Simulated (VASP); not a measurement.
# Arsenene and its bilayer, part 3 of 5

What are the lattice, gap and band positions of arsenene, and what does a second sheet change?

VASP 6.6.1, plane waves and PAW; the level of theory is named at each step.

So far, least gap on mesh and path (eV): step 4 (potential and states of the slab) 1.51.

## (6) The slab in a field, field 0.1

Level of this step: PBE with D3(BJ); plane waves and PAW (As) (VASP).

The input, INCAR:

```
SYSTEM = As
PREC = Normal
ENCUT = 350
EDIFF = 1E-06
NELM = 120
ISMEAR = 0
SIGMA = 0.03
LREAL = .FALSE.
ALGO = Fast
GGA = PE
IVDW = 12
NBANDS = 11
LORBIT = 11
LWAVE = .FALSE.
LCHARG = .FALSE.
KPAR = 4
IDIPOL = 3
LDIPOL = .TRUE.
DIPOL = 0.5 0.5 0.5
EFIELD = 0.1
```

The input, POSCAR:

```
As
1.0
    3.5727533889      0.0000000000      0.0000000000
   -1.7863766944      3.0940951963      0.0000000000
    0.0000000000      0.0000000000     22.0000000000
As
2
Direct
    0.3333333333      0.6666666667      0.4680671379
    0.6666666667      0.3333333333      0.5319328621
```

The input, KPOINTS:

```
Automatic mesh
0
Gamma
12 12 1
0 0 0
```

The projector-augmented-wave data sets are As (PBE family, release 64).

Run with:

```bash
$ mpirun -np 4 vasp_std
```

The log of the run:

```text
[... set-up lines as in an earlier step ...]
 entering main loop
       N       E                     dE             d eps       ncg     rms          rms(c)
DAV:   1     0.523689873314E+02    0.52369E+02   -0.23985E+03   418   0.432E+02
DAV:   2    -0.436600272881E+01   -0.56735E+02   -0.50842E+02   655   0.868E+01
DAV:   3    -0.933268355105E+01   -0.49667E+01   -0.49558E+01   568   0.350E+01
DAV:   4    -0.939920272157E+01   -0.66519E-01   -0.66488E-01   587   0.465E+00
[...]
RMM:  16    -0.932615978460E+01   -0.22756E-05   -0.69443E-07   470   0.327E-03    0.190E-03
RMM:  17    -0.932617881710E+01   -0.19032E-04   -0.10125E-06   472   0.346E-03    0.564E-04
RMM:  18    -0.932617953283E+01   -0.71573E-06   -0.14595E-07   365   0.123E-03
   1 F= -.97494498E+01 E0= -.97494498E+01  d E =-.132210E-17
```

Elapsed: 5.8 s, on 4 MPI ranks of Intel Xeon 6975P-C (Granite Rapids), shared host; peak memory 0.71 GiB; 20 s of CPU time.

From OUTCAR (step 6):

```text
 Edisp (eV)   -0.42327

  Total       0.00371     0.00371    -0.01078     0.00000     0.00000     0.00000
  in kB       0.02444     0.02444    -0.07105     0.00000     0.00000     0.00000
  external pressure =       -0.01 kB  Pullay stress =        0.00 kB

 POSITION                                       TOTAL-FORCE (eV/Angst)
 -----------------------------------------------------------------------------------
     -0.00000      2.06273     10.29748        -0.000000      0.000000      0.000479
      1.78638      1.03137     11.70252         0.000000     -0.000000     -0.000479
 -----------------------------------------------------------------------------------
    total drift:                               -0.000000      0.000000     -0.000018

  FREE ENERGIE OF THE ION-ELECTRON SYSTEM (eV)
  ---------------------------------------------------
  free  energy   TOTEN  =        -9.7494497636 eV

  energy  without entropy=       -9.7494497636  energy(sigma->0) =       -9.74944976

[... 2 parts as in an earlier step ...]

[... 1 further part left out ...]
[key lines of the parts left out:]
E-fermi :  -3.3439
```

This step gave:

```yaml
dipole_moment: 0, 0, 0.02451 e·Å
```

Energy at zero smearing: -9.74945 eV.

## (7) With spin-orbit coupling

This step: PBE with D3(BJ), spin-orbit coupling; plane waves and PAW (As) (VASP 6.6.1).

For heavy elements spin-orbit coupling shifts the highest filled levels.

Changes to INCAR since step 6:

```diff
@@ -11,4 +11,8 @@
 IVDW = 12
-NBANDS = 11
-LORBIT = 11
+LNONCOLLINEAR = .TRUE.
+MAGMOM = 0 0 0 0 0 0
+NBANDS = 22
+GGA_COMPAT = .FALSE.
+LASPH = .TRUE.
+LSORBIT = .TRUE.
 LWAVE = .FALSE.
@@ -19,2 +23 @@
 DIPOL = 0.5 0.5 0.5
-EFIELD = 0.1
```

POSCAR is that of step 6.

KPOINTS is that of step 6.

The input, KPOINTS_OPT:

```
Line mode
14
Line-mode
Reciprocal
  0.00000000   0.00000000   0.00000000 GAMMA
  0.50000000   0.00000000   0.00000000 M

  0.50000000   0.00000000   0.00000000 M
  0.33333333   0.33333333   0.00000000 K

  0.33333333   0.33333333   0.00000000 K
  0.00000000   0.00000000   0.00000000 GAMMA
```

Run with:

```bash
$ mpirun -np 4 vasp_ncl
```

The log of the run:

```text
[... set-up lines as in an earlier step ...]
 entering main loop
       N       E                     dE             d eps       ncg     rms          rms(c)
DAV:   1     0.560898438932E+02    0.56090E+02   -0.22587E+03   836   0.438E+02
DAV:   2    -0.208810776451E+01   -0.58178E+02   -0.53954E+02  1266   0.101E+02
DAV:   3    -0.924899534995E+01   -0.71609E+01   -0.71206E+01  1184   0.417E+01
DAV:   4    -0.941415105684E+01   -0.16516E+00   -0.16503E+00  1098   0.771E+00
DAV:   5    -0.941682965819E+01   -0.26786E-02   -0.26786E-02  1094   0.906E-01    0.335E+00
RMM:   6    -0.937629772737E+01    0.40532E-01   -0.16194E-02  1015   0.739E-01    0.199E+00
RMM:   7    -0.935294627708E+01    0.23351E-01   -0.43952E-02  1057   0.121E+00    0.132E-01
RMM:   8    -0.935322703577E+01   -0.28076E-03   -0.30133E-03  1132   0.400E-01    0.961E-02
RMM:   9    -0.935299783023E+01    0.22921E-03   -0.96186E-04  1063   0.189E-01    0.307E-02
RMM:  10    -0.935297512702E+01    0.22703E-04   -0.19232E-04  1167   0.825E-02    0.227E-02
RMM:  11    -0.935304576587E+01   -0.70639E-04   -0.15954E-04  1092   0.529E-02    0.401E-02
RMM:  12    -0.935307061774E+01   -0.24852E-04   -0.28800E-05  1159   0.264E-02    0.227E-02
RMM:  13    -0.935318369926E+01   -0.11308E-03   -0.13058E-05  1104   0.170E-02    0.515E-03
RMM:  14    -0.935325161655E+01   -0.67917E-04   -0.13570E-05  1116   0.130E-02    0.560E-03
RMM:  15    -0.935327009591E+01   -0.18479E-04   -0.29166E-06  1035   0.634E-03    0.357E-03
RMM:  16    -0.935333125874E+01   -0.61163E-04   -0.26832E-06  1030   0.475E-03    0.968E-04
RMM:  17    -0.935334140569E+01   -0.10147E-04   -0.51387E-07   944   0.221E-03    0.699E-04
RMM:  18    -0.935334587342E+01   -0.44677E-05   -0.22092E-07   883   0.140E-03    0.322E-04
RMM:  19    -0.935334650655E+01   -0.63313E-06   -0.23471E-08   698   0.756E-04
   1 F= -.97766167E+01 E0= -.97766167E+01  d E =-.123334E-10  mag=    -0.0000    -0.0000     0.0000
 Start KPOINTS_OPT (optional k-point list driver)
k-point batch [1-19\42]
       N       E                     dE             ncg
DAV:   1    -0.493828406710E+03   -0.35172E+04      836
DAV:   2    -0.150996159688E+04   -0.10161E+04     1286
DAV:   3    -0.164414743632E+04   -0.13419E+03     1078
DAV:   4    -0.164742082453E+04   -0.32734E+01     1132
DAV:   5    -0.164747195842E+04   -0.51134E-01     1110
DAV:   6    -0.164747335088E+04   -0.13925E-02     1100
DAV:   7    -0.164747339026E+04   -0.39378E-04     1118
DAV:   8    -0.164747339210E+04   -0.18449E-05      974
DAV:   9    -0.164747339221E+04   -0.11008E-06      726
[...]
k-point batch [39-42\42]
       N       E                     dE             ncg
DAV:   1     0.335163272625E+04   -0.16849E+03      176
DAV:   2     0.319570555864E+04   -0.15593E+03      290
DAV:   3     0.316922557789E+04   -0.26480E+02      226
DAV:   4     0.316848517588E+04   -0.74040E+00      256
DAV:   5     0.316847986398E+04   -0.53119E-02      214
DAV:   6     0.316847973403E+04   -0.12995E-03      266
DAV:   7     0.316847973334E+04   -0.68656E-06      212
```

Elapsed: 39 s, on 4 MPI ranks; peak memory 1.6 GiB; 2.5 min of CPU time.

Parts of OUTCAR (step 7):

```text
   k-points           NKPTS =     19   k-points in BZ     NKDIM =     19   number of bands    NBANDS=     22

   NELECT =      10.0000    total number of electrons

 dipolmoment           0.000000      0.000000     -0.000000 electrons x Angstroem

 E-fermi :  -3.2683

 k-point     1 :       0.0000    0.0000    0.0000
  band No.  band energies     occupation
    ...
      6      -4.2808      1.00000
      7      -3.6076      1.00000
      8      -3.6076      1.00000
      9      -3.3885      1.00000
     10      -3.3885      1.00000
     11      -1.5022      0.00000
     12      -1.5022      0.00000
     13      -0.1353      0.00000
     14      -0.1353      0.00000
     15       0.0982      0.00000
    ...

 Edisp (eV)   -0.42327

  Total       0.00902     0.00902    -0.01313     0.00000     0.00000     0.00000
  in kB       0.05939     0.05939    -0.08651     0.00000     0.00000     0.00000
  external pressure =        0.01 kB  Pullay stress =        0.00 kB

 POSITION                                       TOTAL-FORCE (eV/Angst)
 -----------------------------------------------------------------------------------
     -0.00000      2.06273     10.29748         0.000000      0.000000      0.003363
      1.78638      1.03137     11.70252        -0.000000     -0.000000     -0.003363
 -----------------------------------------------------------------------------------
    total drift:                               -0.000000      0.000000      0.000000

  FREE ENERGIE OF THE ION-ELECTRON SYSTEM (eV)
  ---------------------------------------------------
  free  energy   TOTEN  =        -9.7766167373 eV

  energy  without entropy=       -9.7766167373  energy(sigma->0) =       -9.77661674

 vacuum level on the upper side and lower side of the slab         1.717         1.717

 Spin-Orbit-Coupling matrix elements
 Ion:    1  E_soc:     -0.0245104
 Ion:    2  E_soc:     -0.0245104

[... 7 parts as in an earlier step ...]

[... 8 further parts left out ...]
```

LASPH is switched on together with spin-orbit coupling, so the change from the scalar run holds both.

Numbers from this step:

* electronic cycles: 19
* free energy (TOTEN): -9.777 eV
* Fermi energy: -3.268 eV
* least gap on mesh and path: 1.385 eV
* least direct gap on mesh and path: 1.886 eV
* dipole moment: 0, 0, 0 e·Å

On-site spin-orbit energy by atom:

| atom | on-site spin-orbit energy (eV) |
| --- | --- |
| As1 | -0.0245 |
| As2 | -0.0245 |

Electronic bands along the path, in eV, zero at the valence-band top; v1 is the highest filled band, c1 the lowest empty one:

| point | v4 | v3 | v2 | v1 | c1 | c2 | c3 | c4 |
| --- | --- | --- | --- | --- | --- | --- | --- | --- |
| Γ | -0.22 | -0.22 | 0.00 | 0.00 | 1.89 | 1.89 | 3.25 | 3.25 |
| 0.46 of the way | -1.22 | -1.22 | -0.65 | -0.65 | 1.64 | 1.64 | 4.16 | 4.16 |
| M | -2.10 | -2.10 | -1.81 | -1.81 | 1.79 | 1.79 | 2.87 | 2.87 |
| 0.46 of the way | -2.69 | -2.69 | -1.82 | -1.82 | 2.48 | 2.48 | 3.33 | 3.33 |
| K | -2.28 | -2.28 | -2.21 | -2.21 | 1.72 | 1.72 | 4.32 | 4.32 |
| 0.54 of the way | -2.19 | -2.19 | -0.63 | -0.63 | 2.56 | 2.56 | 3.35 | 3.35 |
| Γ | -0.22 | -0.22 | 0.00 | 0.00 | 1.89 | 1.89 | 3.25 | 3.25 |

## (8) A rigid stacking

This step: PBE with D3(BJ); plane waves and PAW (As) (VASP 6.6.1).

System of this step: bilayer of arsenene. The cell holds 4 atoms: 4 As. Cell: a = 3.573 Å, b = 3.573 Å, c = 22.910 Å, α = 90.0°, β = 90.0°, γ = 120.0°. upper sheet same orientation, shifted by (0.00, 0.00). Vacuum lies along c.

Two rigid sheets are set at a typed distance in several high-symmetry stackings, to find where to start. The upper sheet is shifted or turned in the plane and never flipped over.

The input, INCAR:

```
SYSTEM = As
PREC = Normal
ENCUT = 350
EDIFF = 1E-05
NELM = 120
ISMEAR = 0
SIGMA = 0.03
LREAL = .FALSE.
ALGO = Fast
GGA = PE
IVDW = 12
NBANDS = 16
LORBIT = 11
LWAVE = .FALSE.
LCHARG = .FALSE.
KPAR = 4
IDIPOL = 3
LDIPOL = .TRUE.
DIPOL = 0.5 0.5 0.5
```

The input, POSCAR:

```
As
1.0
    3.5727533889      0.0000000000      0.0000000000
   -1.7863766944      3.0940951963      0.0000000000
    0.0000000000      0.0000000000     22.9100918648
As
4
Direct
    0.3333333300      0.6666666700      0.3710155400
    0.6666666700      0.3333333300      0.4323442300
    0.3333333300      0.6666666700      0.5676557700
    0.6666666700      0.3333333300      0.6289844600
```

KPOINTS is that of step 7.

Run with:

```bash
$ mpirun -np 4 vasp_std
```

The log of the run:

```text
[banner, memory and clock lines left out]
running    4 mpi-ranks, on    1 nodes
 distrk:  each k-point on    1 cores,    4 groups
 distr:  one band on    1 cores,    1 groups

 POSCAR found type information on POSCAR As
 POSCAR found :  1 types and       4 ions
 LDA part: xc-table for (Slater+PW92), standard interpolation
 POSCAR, INCAR and KPOINTS ok, starting setup
 FFT: planning ... GRIDC
 FFT: planning ... GRID_SOFT
 FFT: planning ... GRID
 WAVECAR not read
 entering main loop
       N       E                     dE             d eps       ncg     rms          rms(c)
DAV:   1     0.106782877468E+03    0.10678E+03   -0.53930E+03   608   0.661E+02
DAV:   2    -0.754078083534E+01   -0.11432E+03   -0.10845E+03   872   0.139E+02
DAV:   3    -0.185232063233E+02   -0.10982E+02   -0.10932E+02   880   0.516E+01
DAV:   4    -0.187362188562E+02   -0.21301E+00   -0.21249E+00   784   0.851E+00
DAV:   5    -0.187411482437E+02   -0.49294E-02   -0.49287E-02   864   0.119E+00    0.476E+00
RMM:   6    -0.186624484390E+02    0.78700E-01   -0.35467E-02   619   0.103E+00    0.282E+00
RMM:   7    -0.186216666773E+02    0.40782E-01   -0.99816E-02   680   0.168E+00    0.165E-01
RMM:   8    -0.186227027991E+02   -0.10361E-02   -0.79065E-03   731   0.572E-01    0.663E-02
RMM:   9    -0.186228925181E+02   -0.18972E-03   -0.21082E-03   780   0.248E-01    0.329E-02
RMM:  10    -0.186229419634E+02   -0.49445E-04   -0.32350E-04   753   0.895E-02    0.128E-02
RMM:  11    -0.186229946262E+02   -0.52663E-04   -0.12150E-04   729   0.524E-02    0.688E-03
RMM:  12    -0.186231003137E+02   -0.10569E-03   -0.38632E-05   563   0.278E-02    0.821E-03
RMM:  13    -0.186231151626E+02   -0.14849E-04   -0.11398E-05   504   0.140E-02    0.255E-03
RMM:  14    -0.186231316199E+02   -0.16457E-04   -0.54077E-06   470   0.874E-03    0.129E-03
RMM:  15    -0.186231357193E+02   -0.40994E-05   -0.47627E-07   219   0.456E-03
   1 F= -.19738472E+02 E0= -.19738472E+02  d E =-.520694E-17
```

Wall time 6 s (4 MPI ranks); peak memory 0.73 GiB; 21 s of CPU time.

OUTCAR, selected parts (step 8):

```text
   k-points           NKPTS =     19   k-points in BZ     NKDIM =     19   number of bands    NBANDS=     16

   ENCUT  =  350.0 eV  25.72 Ry    5.07 a.u.   5.45  5.45 34.95*2*pi/ulx,y,z

   NELECT =      20.0000    total number of electrons

 E-fermi :  -1.4462

 k-point     1 :       0.0000    0.0000    0.0000
  band No.  band energies     occupation
    ...
      6      -1.9987      2.00000
      7      -1.9986      2.00000
      8      -1.8984      2.00000
      9      -1.8983      2.00000
     10      -1.7684      2.00000
     11      -0.0474      0.00000
     12       0.6809      0.00000
     13       1.5181      0.00000
     14       1.5181      0.00000
     15       1.5454      0.00000
    ...

 Edisp (eV)   -1.11534

  Total       0.15976     0.15976    -0.19110     0.00000     0.00000    -0.00000
  in kB       1.01067     1.01067    -1.20892     0.00000     0.00000    -0.00000
  external pressure =        0.27 kB  Pullay stress =        0.00 kB

 POSITION                                       TOTAL-FORCE (eV/Angst)
 -----------------------------------------------------------------------------------
     -0.00000      2.06273      8.50000        -0.000000      0.000000      0.016863
      1.78638      1.03137      9.90505        -0.000000      0.000000      0.024941
     -0.00000      2.06273     13.00505         0.000000     -0.000000     -0.024941
      1.78638      1.03137     14.41009         0.000000      0.000000     -0.016863
 -----------------------------------------------------------------------------------
    total drift:                                0.000000     -0.000000      0.000000

  FREE ENERGIE OF THE ION-ELECTRON SYSTEM (eV)
  ---------------------------------------------------
  free  energy   TOTEN  =       -19.7384723246 eV

  energy  without entropy=      -19.7384723246  energy(sigma->0) =      -19.73847232

 vacuum level on the upper side and lower side of the slab         3.042         3.042

[... 3 parts as in an earlier step ...]

[... 13 further parts left out ...]
```

Numbers from this step:

```yaml
electronic_cycles: 15
electrons: 20
free_energy_toten: -19.74 eV
fermi_energy: -1.446 eV
gap_on_the_k_mesh: 0.8329 eV
least_direct_gap_on_the_k_mesh: 1.629 eV
```

Energy at zero smearing: -19.73847 eV.

## (9) A rigid stacking

INCAR is that of step 8.

Changes to POSCAR since step 8:

```diff
@@ -10,3 +10,3 @@
     0.6666666700      0.3333333300      0.4323442300
-    0.3333333300      0.6666666700      0.5676557700
-    0.6666666700      0.3333333300      0.6289844600
+    0.6666666700      0.3333333300      0.5676557700
+    0.0000000000      1.0000000000      0.6289844600
```

KPOINTS is that of step 8.

Run with:

```bash
$ mpirun -np 4 vasp_std
```

The log of the run:

```text
[... set-up lines as in an earlier step ...]
 entering main loop
       N       E                     dE             d eps       ncg     rms          rms(c)
DAV:   1     0.107080104538E+03    0.10708E+03   -0.53938E+03   608   0.661E+02
DAV:   2    -0.731331254885E+01   -0.11439E+03   -0.10866E+03   864   0.140E+02
DAV:   3    -0.183091787537E+02   -0.10996E+02   -0.10880E+02   880   0.519E+01
DAV:   4    -0.185167100904E+02   -0.20753E+00   -0.20715E+00   808   0.854E+00
[...]
RMM:  14    -0.183903279414E+02   -0.15440E-04   -0.73739E-06   464   0.918E-03    0.268E-03
RMM:  15    -0.183903418026E+02   -0.13861E-04   -0.49206E-06   446   0.769E-03    0.183E-03
RMM:  16    -0.183903433991E+02   -0.15965E-05   -0.51973E-07   187   0.369E-03
   1 F= -.19502994E+02 E0= -.19502994E+02  d E =-.120334E-10
```

Run time: 6.2 s. Hardware: 4 MPI ranks; peak memory 0.75 GiB.

OUTCAR, selected parts (step 9):

```text
 Edisp (eV)   -1.11265

  Total       0.41620     0.41620     2.07961     0.00000    -0.00000     0.00000
  in kB       2.63296     2.63296    13.15615     0.00000    -0.00000     0.00000
  external pressure =        6.14 kB  Pullay stress =        0.00 kB

 POSITION                                       TOTAL-FORCE (eV/Angst)
 -----------------------------------------------------------------------------------
     -0.00000      2.06273      8.50000        -0.000000     -0.000000     -0.138648
      1.78638      1.03137      9.90505        -0.000000      0.000000     -0.411677
      1.78638      1.03137     13.00505         0.000000     -0.000000      0.411677
      0.00000      0.00000     14.41009         0.000000      0.000000      0.138648
 -----------------------------------------------------------------------------------
    total drift:                               -0.000004      0.000002      0.000098

  FREE ENERGIE OF THE ION-ELECTRON SYSTEM (eV)
  ---------------------------------------------------
  free  energy   TOTEN  =       -19.5029936888 eV

  energy  without entropy=      -19.5029936888  energy(sigma->0) =      -19.50299369

[... 2 parts as in an earlier step ...]

[... 1 further part left out ...]
[key lines of the parts left out:]
E-fermi :  -1.2149
```

Energy at zero smearing: -19.50299 eV.

## (10) A rigid stacking

INCAR is that of step 9.

Changes to POSCAR since step 9:

```diff
@@ -10,3 +10,3 @@
     0.6666666700      0.3333333300      0.4323442300
-    0.6666666700      0.3333333300      0.5676557700
-    0.0000000000      1.0000000000      0.6289844600
+    1.0000000000      0.0000000000      0.5676557700
+    0.3333333300      0.6666666700      0.6289844600
```

KPOINTS is that of step 9.

Run with:

```bash
$ mpirun -np 4 vasp_std
```

The log of the run:

```text
[... set-up lines as in an earlier step ...]
 entering main loop
       N       E                     dE             d eps       ncg     rms          rms(c)
DAV:   1     0.106637783814E+03    0.10664E+03   -0.53947E+03   608   0.661E+02
DAV:   2    -0.760032711243E+01   -0.11424E+03   -0.10874E+03   872   0.140E+02
DAV:   3    -0.184990934868E+02   -0.10899E+02   -0.10788E+02   872   0.516E+01
DAV:   4    -0.187117357002E+02   -0.21264E+00   -0.21212E+00   784   0.851E+00
[...]
RMM:  13    -0.186028196800E+02   -0.10791E-04   -0.86432E-06   449   0.138E-02    0.224E-03
RMM:  14    -0.186028377056E+02   -0.18026E-04   -0.42178E-06   426   0.829E-03    0.909E-04
RMM:  15    -0.186028421137E+02   -0.44081E-05   -0.70005E-07   229   0.456E-03
   1 F= -.19718846E+02 E0= -.19718846E+02  d E =-.348222E-16
```

Wall time 6.2 s (4 MPI ranks); peak memory 0.74 GiB.

Parts of OUTCAR (step 10):

```text
 Edisp (eV)   -1.11600

  Total       0.42524     0.42524    -0.36186     0.00000     0.00000     0.00000
  in kB       2.69019     2.69019    -2.28920     0.00000     0.00000     0.00000
  external pressure =        1.03 kB  Pullay stress =        0.00 kB

 POSITION                                       TOTAL-FORCE (eV/Angst)
 -----------------------------------------------------------------------------------
     -0.00000      2.06273      8.50000         0.000000     -0.000000      0.071113
      1.78638      1.03137      9.90505         0.000000     -0.000000     -0.023022
      0.00000      0.00000     13.00505        -0.000000      0.000000      0.023022
     -0.00000      2.06273     14.41009        -0.000000      0.000000     -0.071113
 -----------------------------------------------------------------------------------
    total drift:                                0.000002     -0.000001      0.000026

  FREE ENERGIE OF THE ION-ELECTRON SYSTEM (eV)
  ---------------------------------------------------
  free  energy   TOTEN  =       -19.7188455839 eV

  energy  without entropy=      -19.7188455839  energy(sigma->0) =      -19.71884558

[... 2 parts as in an earlier step ...]

[... 1 further part left out ...]
[key lines of the parts left out:]
E-fermi :  -1.4259
```

Energy at zero smearing: -19.71885 eV.

(Part 3 of 5 ends here.)

[Lines on the potential files, build, host, timing and source positions are cut from VASP's logs without a mark.]

[Logs are printed without paths, hosts, clocks, repeated set-up lines and the standing remarks that a program may print on its own settings, such as how far it seeks lower states.]

[Hosts, paths, dates, database ids (printed as entryN), source tags and the programs' standing remarks are cut or masked in the printed files.]

[Runs that stopped without an error message from VASP are left out.]
